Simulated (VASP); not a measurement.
All values below come from rev-vdW-DF2, VASP's PBE PAW potentials (set 64) (plane waves; VASP).

The input files of a VASP run:

### KPOINTS
```
Automatic mesh
0
Gamma
17 17 10
0 0 0
```

POSCAR:
```
Ru
1.0
  1.3547151296  -2.3464355899   0.0000000000
  1.3547151296   2.3464355899   0.0000000000
  0.0000000000   0.0000000000   4.2715259409
Ru
2
Cart
  1.3547151296   0.7821467609   1.0678814852
  1.3547151296  -0.7821467609   3.2036444557
```

**INCAR**
```
# general
SYSTEM  =Ru
PREC    =Accurate
ENCUT   =520
LREAL   =.FALSE.
LASPH   =.TRUE.

# electronic loop
EDIFF   =1E-7
NELM    =100
ALGO    =Normal
LMAXMIX =4

# smearing
ISMEAR  =-5

# functional
GGA     =MK
LUSE_VDW=.TRUE.
AGGAC   =0.0
PARAM1  =0.1234568
PARAM2  =0.7114
ZAB_VDW =-1.8867

# ions
ISIF    =2

# output
LWAVE   =.FALSE.
LCHARG  =.TRUE.
LORBIT  =11
NEDOS   =601
```

POTCAR, in this order: Ru_pv (PBE.64 set). Program: vasp_std.

What VASP printed:

OUTCAR:
```
 ion  position               nearest neighbor table
   1  0.333  0.667  0.250-   2 2.65   2 2.65   2 2.65   2 2.65   2 2.65   2 2.65
   2  0.667  0.333  0.750-   1 2.65   1 2.65   1 2.65   1 2.65   1 2.65   1 2.65
  LATTYP: Found a hexagonal cell.
 ALAT       =     2.7094303940
 C/A-ratio  =     1.5765402021
 Subroutine PRICEL returns:
 Original cell was already a primitive cell.
 Subroutine GETGRP returns: Found 24 space group operations
The static configuration has the point symmetry D_3d.
 The point group associated with its full space group is D_6h.
The dynamic configuration has the point symmetry D_3d.
 Subroutine INISYM returns: Found 24 space group operations
 Subroutine IBZKPT returns following result:
 Found    198 irreducible k-points:

 Following reciprocal coordinates:
            Coordinates               Weight
  0.000000  0.000000  0.000000      1.000000
  0.058824  0.000000  0.000000      6.000000
  0.117647  0.000000  0.000000      6.000000
  0.176471  0.000000  0.000000      6.000000
  0.235294  0.000000  0.000000      6.000000
  0.294118  0.000000  0.000000      6.000000
  0.352941  0.000000  0.000000      6.000000
  0.411765  0.000000  0.000000      6.000000
  0.470588  0.000000  0.000000      6.000000
  0.058824  0.058824  0.000000      6.000000
  0.117647  0.058824  0.000000     12.000000
  0.176471  0.058824  0.000000     12.000000
  0.235294  0.058824  0.000000     12.000000
  0.294118  0.058824  0.000000     12.000000
  0.352941  0.058824  0.000000     12.000000
  0.411765  0.058824  0.000000     12.000000
  0.470588  0.058824  0.000000      6.000000
  0.117647  0.117647  0.000000      6.000000
  0.176471  0.117647  0.000000     12.000000
  0.235294  0.117647  0.000000     12.000000
  0.294118  0.117647  0.000000     12.000000
  0.352941  0.117647  0.000000     12.000000
  0.411765  0.117647  0.000000     12.000000
  0.176471  0.176471  0.000000      6.000000
  0.235294  0.176471  0.000000     12.000000
  0.294118  0.176471  0.000000     12.000000
  0.352941  0.176471  0.000000     12.000000
  0.411765  0.176471  0.000000      6.000000
  0.235294  0.235294  0.000000      6.000000
  0.294118  0.235294  0.000000     12.000000
  0.352941  0.235294  0.000000     12.000000
  0.294118  0.294118  0.000000      6.000000
  0.352941  0.294118  0.000000      6.000000
  0.000000  0.000000  0.100000      2.000000
  0.058824  0.000000  0.100000     12.000000
  0.117647  0.000000  0.100000     12.000000
  0.176471  0.000000  0.100000     12.000000
  0.235294  0.000000  0.100000     12.000000
  0.294118  0.000000  0.100000     12.000000
  0.352941  0.000000  0.100000     12.000000
   k-points           NKPTS =    198   k-points in BZ     NKDIM =    198   number of bands    NBANDS=     18
   number of dos      NEDOS =    601   number of ions     NIONS =      2
   total plane-waves  NPLWV =  12800
   dimension x,y,z NGX =    20 NGY =   20 NGZ =   32
   dimension x,y,z NGXF=    40 NGYF=   40 NGZF=   64
   ions per type =               2
   PREC   = accura    normal or accurate (medium, high low for compatibility)
   ISTART =      0    job   : 0-new  1-cont  2-samecut
   ICHARG =      2    charge: 1-file 2-atom 10-const
   ISPIN  =      1    spin polarized calculation?
   LNONCOLLINEAR =      F non collinear calculations
   LSORBIT =      F    spin-orbit coupling
   INIWAV =      1    electr: 0-lowe 1-rand  2-diag
   ENCUT  =  520.0 eV  38.22 Ry    6.18 a.u.   5.04  5.04  7.94*2*pi/ulx,y,z
   NELM   =    100;   NELMIN=  2; NELMDL= -5     # of ELM steps
   EDIFF  = 0.1E-06   stopping-criterion for ELM
   LREAL  =      F    real-space projection
...
```

OSZICAR:
```
       N       E                     dE             d eps       ncg     rms          rms(c)
DAV:   1     0.291460493421E+03    0.29146E+03   -0.18119E+04  7136   0.173E+03
DAV:   2    -0.790162892559E+01   -0.29936E+03   -0.29402E+03  7530   0.496E+02
DAV:   3    -0.145726023289E+02   -0.66710E+01   -0.64467E+01  7490   0.790E+01
DAV:   4    -0.146426773950E+02   -0.70075E-01   -0.69817E-01  8754   0.707E+00
DAV:   5    -0.146436856845E+02   -0.10083E-02   -0.10083E-02  7692   0.785E-01    0.181E+01
DAV:   6    -0.133609551685E+02    0.12827E+01   -0.34854E+00  7198   0.194E+01    0.467E+00
DAV:   7    -0.132736881581E+02    0.87267E-01   -0.26265E-01  7332   0.480E+00    0.109E+00
DAV:   8    -0.132643618633E+02    0.93263E-02   -0.72445E-03  7254   0.104E+00    0.177E-01
DAV:   9    -0.132643173037E+02    0.44560E-04   -0.52335E-04  9102   0.253E-01    0.373E-02
DAV:  10    -0.132643350443E+02   -0.17741E-04   -0.14445E-05  7904   0.398E-02    0.582E-03
DAV:  11    -0.132643369042E+02   -0.18599E-05   -0.62933E-07  7888   0.689E-03    0.218E-03
DAV:  12    -0.132643364598E+02    0.44439E-06   -0.48816E-08  3876   0.210E-03    0.510E-04
DAV:  13    -0.132643363705E+02    0.89328E-07   -0.82452E-09  3674   0.781E-04
   1 F= -.13264336E+02 E0= -.13264336E+02  d E =0.000000E+00
```

### OUTCAR
```
------------------------ aborting loop because EDIFF is reached ----------------------------------------
  FORCE on cell =-STRESS in cart. coord.  units (eV):
  Direction    XX          YY          ZZ          XY          YZ          ZX
  --------------------------------------------------------------------------------------
  Total       -0.0348438     -0.0348438      0.0254615      0.0000000     -0.0000000      0.0000000
  in kB       -2.0557322     -2.0557325      1.5021922      0.0000000     -0.0000000      0.0000000
  external PRESSURE =      -0.8697575 kB  Pullay stress =       0.0000000 kB
  volume of cell :       27.16
      direct lattice vectors                 reciprocal lattice vectors
     1.354715130 -2.346435590  0.000000000     0.369081284 -0.213089165  0.000000000
     1.354715130  2.346435590  0.000000000     0.369081284  0.213089165  0.000000000
     0.000000000  0.000000000  4.271525941     0.000000000  0.000000000  0.234108376
 POSITION                                       TOTAL-FORCE (eV/Angst)
 -----------------------------------------------------------------------------------
      1.35472      0.78215      1.06788         0.000000      0.000000      0.000000
      1.35472     -0.78215      3.20364        -0.000000     -0.000000      0.000000
 -----------------------------------------------------------------------------------
    total drift:                               -0.000000      0.000509     -0.000046
  FREE ENERGIE OF THE ION-ELECTRON SYSTEM (eV)
  ---------------------------------------------------
  free  energy   TOTEN  =       -13.2643363705 eV

  energy  without entropy=      -13.2643363705  energy(sigma->0) =      -13.26433637

 total charge

# of ion       s       p       d       tot
------------------------------------------
    1        0.402   6.314   5.962  12.678
    2        0.402   6.314   5.962  12.678
--------------------------------------------------
tot          0.804  12.627  11.924  25.355
```
(Selected blocks of OUTCAR.)

For a metal the tetrahedron method with Blöchl corrections gives inexact stress and forces.

The compound is Ru in the hcp structure. It was relaxed first.
